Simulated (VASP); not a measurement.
Data:

```
CELL_PARAMETERS angstrom
      4.21245     0.00000     0.00000
      0.00000     4.21245     0.00000
      0.00000     0.00000     4.21245
ATOMIC_POSITIONS crystal
  Ba 0.00000 0.00000 0.00000
  Zr 0.50000 0.50000 0.50000
  O  0.50000 0.00000 0.50000
  O  0.00000 0.50000 0.50000
  O  0.50000 0.50000 0.00000
```

The numbers are results of PBE GGA with D3 dispersion (Becke-Johnson damping), VASP's PBE PAW potentials (set 64) (plane waves; VASP 6.6.1), not measurements. Numerical set-up: 520 eV cut-off, 6×6×6 Γ-centred mesh, tetrahedra with Blöchl corrections, potentials Ba_sv Zr_sv O.

The cores are frozen, which limits the accuracy of field gradients.

Give the principal components of the electric field gradient (V/Å²) and the asymmetry η at each nucleus.

```
atom  Vxx  Vyy    Vzz     η
----  ---  ---  -----  ----
Ba1   0.0  0.0    0.0     -
Zr2   0.0  0.0    0.0     -
O3    6.5  6.5  -12.9  0.00
O4    6.5  6.5  -12.9  0.00
O5    6.5  6.5  -12.9  0.00
```

The compound is BaZrO3 in the cubic perovskite structure. It was relaxed first.
